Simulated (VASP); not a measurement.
```xyz
3
Lattice="0.0000 3.1058 3.0679 3.1676 0.0000 3.0679 3.1676 3.1058 0.0000" Properties=species:S:1:pos:R:3 pbc="T T T"
Ba     0.0000     0.0000     0.0000
F      1.5838     1.5529     1.5340
F      4.7926     4.6587     4.6019
```

The numbers are results of optB88-vdW, VASP's PBE PAW potentials (set 64) (plane waves; VASP), not measurements. Run with 520 eV cut-off, 6×6×6 Γ-centred mesh, Gaussian smearing of 0.050 eV, potentials Ba_sv F.

Q: Give the force on each atom (eV/Å).

A: 
| atom | Fx | Fy | Fz |
|---|---|---|---|
| Ba1 | 0.084 | 0.000 | 0.000 |
| F2 | 0.044 | 0.000 | 0.000 |
| F3 | -0.128 | 0.000 | 0.000 |

Q: Give the stress tensor in GPa (positive for a compressed cell).

A: 
```
-0.61   0.00   0.00
 0.00   0.34   0.36
 0.00   0.36   0.90
```
The pressure is its mean diagonal, 0.21 GPa.

The compound is BaF2 in the fluorite structure. The cell was not relaxed at this level, atoms are displaced from their ideal sites. The run is one of a series of settings (AGGAC = 0.0, GGA = BO, LUSE_VDW = .TRUE., PARAM1 = 0.1833333333, PARAM2 = 0.22 against the base run), some of them coarse on purpose.
